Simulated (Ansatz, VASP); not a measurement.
## Two plane-wave programs on Hf2Bi2O

```
Hf Bi O
1.0
     5.27736    0.00000    0.00000
    -2.63868    4.57033    0.00000
     0.00000    0.00000    5.25092
Hf Bi O
2 2 1
Direct
  0.33333 0.66667 0.23959
  0.33333 0.66667 0.76041
  0.66667 0.33333 0.00000
  0.00000 0.00000 0.00000
  0.00000 0.00000 0.50000
```

Change from the starting cell: species swapped into the La2Cu2I type (P-6m2, No. 187).

Alike in both runs: functional PBE; k mesh 6 × 6 × 4; occupations gaussian, width 0.1 eV; no spin polarisation.

Ansatz relaxed the structure, and its values are those at the end. VASP's run is a single point on that final structure, the one shown.

|  | VASP | Ansatz |
| --- | --- | --- |
| version | VASP 6.6.1 | Ansatz 0.2.0 |
| potentials or method | VASP PAW PBE potentials, release 64 (Hf_pv, Bi_d, O) | scalar-relativistic, plane waves, PAW |
| plane-wave cutoff (eV) | 520 | 420 |
| valence electrons in the cell | 56 | 88 |

|  | VASP | Ansatz | Ansatz less VASP |
| --- | --- | --- | --- |
| gap on the k mesh at the Fermi level (eV) | none | none | - |
| pressure (GPa) | -0.3 | 0.0 | +0.31 |
| rms of the force components (eV/Å) | 0.048 | 0.012 | -0.0360 |

A gap of «none» marks a metal or a gap that the smearing closes. The two sets of potentials don't hold the same shells in valence.

Caveats: spin-orbit coupling is left out, which moves the levels of the heavy elements.
